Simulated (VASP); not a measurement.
Input:

```
CELL_PARAMETERS angstrom
      3.60115     0.00000     0.00000
     -1.80057     3.11869     0.00000
      0.00000     0.00000     5.54493
ATOMIC_POSITIONS crystal
  Y  0.66667 0.33333 0.75000
  Y  0.33333 0.66667 0.25000
```

Method: PBEsol GGA, VASP's PBE PAW potentials (set 64) (plane waves; VASP). Numerical set-up: PREC = Normal, EDIFF = 1E-5, 400 eV cut-off, 13×13×8 Γ-centred mesh, first-order Methfessel-Paxton smearing of 0.10 eV, potentials Y_sv.

Estimate the energy per atom (σ→0), band gap (on the k-mesh) with the smallest direct gap where there is one.

The band gap (on the k-mesh) is none (metal, semimetal or under 0.01 eV). The energy per atom (σ→0) comes out as -6.821 eV/atom.

Total energies compare only between runs with the same potentials, cut-off and functional.

The compound is Y in the hcp structure. It was relaxed first, which changed the volume by -6 %.
